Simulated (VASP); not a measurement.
These are PBE GGA, VASP's PBE PAW potentials (set 64) (plane waves; VASP) values and carry that method's errors.

Input for VASP

INCAR:
```
SYSTEM = PbTe
PREC = Accurate; ENCUT = 400; LREAL = .False.
LASPH = .True.
EDIFF = 1E-6; NELM = 100; ALGO = Normal
LMAXMIX = 4
ISMEAR = 0; SIGMA = 0.05
GGA = PE
IBRION = 2; NSW = 60; ISIF = 3
EDIFFG = -0.01
LWAVE = .False.; LCHARG = .False.
```

**KPOINTS**
```
Automatic
0
G
 6 6 6
0 0 0
```

**POSCAR**
```
PbTe
1
   -0.0000000000     3.2818670605     3.2818670605
    3.2818670605     0.0000000000     3.2818670605
    3.2818670605     3.2818670605    -0.0000000000
Te Pb
1 1
Direct
  0.5000000000   0.5000000000   0.5000000000
  0.0000000000   0.0000000000   0.0000000000
```

POTCAR, in this order: Te Pb_d (PBE.64 set). Program: vasp_std.

The resulting files:

File OSZICAR:
```
       N       E                     dE             d eps       ncg     rms          rms(c)
DAV:   1     0.134291816219E+03    0.13429E+03   -0.78707E+03   464   0.109E+03
DAV:   2     0.180505405982E+01   -0.13249E+03   -0.12838E+03   484   0.296E+02
DAV:   3    -0.742879413992E+01   -0.92338E+01   -0.90572E+01   562   0.849E+01
DAV:   4    -0.766024708933E+01   -0.23145E+00   -0.23140E+00   562   0.170E+01
DAV:   5    -0.766730707944E+01   -0.70600E-02   -0.70599E-02   608   0.242E+00    0.304E+00
DAV:   6    -0.752530037584E+01    0.14201E+00   -0.34510E-01   566   0.455E+00    0.187E+00
DAV:   7    -0.752181204867E+01    0.34883E-02   -0.98727E-02   572   0.173E+00    0.919E-01
DAV:   8    -0.752386919231E+01   -0.20571E-02   -0.10604E-02   484   0.120E+00    0.134E-01
DAV:   9    -0.752380403188E+01    0.65160E-04   -0.12431E-03   630   0.385E-01    0.519E-02
DAV:  10    -0.752386167320E+01   -0.57641E-04   -0.14688E-04   472   0.866E-02    0.244E-02
DAV:  11    -0.752387080115E+01   -0.91279E-05   -0.25632E-05   514   0.405E-02    0.670E-03
DAV:  12    -0.752387115752E+01   -0.35637E-06   -0.18292E-06   546   0.161E-02
   1 F= -.75238712E+01 E0= -.75238712E+01  d E =-.752387E+01
```

OUTCAR:
```
------------------------ aborting loop because EDIFF is reached ----------------------------------------
  FORCE on cell =-STRESS in cart. coord.  units (eV):
  Direction    XX          YY          ZZ          XY          YZ          ZX
  --------------------------------------------------------------------------------------
  Total        0.0183877      0.0183877      0.0183877      0.0000000      0.0000000      0.0000000
  in kB        0.4167197      0.4167197      0.4167197      0.0000000      0.0000000      0.0000000
  external PRESSURE =       0.4167197 kB  Pullay stress =       0.0000000 kB
  volume of cell :       70.70
      direct lattice vectors                 reciprocal lattice vectors
     0.000000000  3.281867061  3.281867061    -0.152352302  0.152352302  0.152352302
     3.281867061  0.000000000  3.281867061     0.152352302 -0.152352302  0.152352302
     3.281867061  3.281867061  0.000000000     0.152352302  0.152352302 -0.152352302
  FREE ENERGIE OF THE ION-ELECTRON SYSTEM (eV)
  ---------------------------------------------------
  free  energy   TOTEN  =        -7.5238711575 eV

  energy  without entropy=       -7.5238711575  energy(sigma->0) =       -7.52387116

 reached required accuracy - stopping structural energy minimisation
```
(Selected blocks of OUTCAR.)

The compound is PbTe in the rock salt structure. It was relaxed first. The start is the result of an earlier pass.
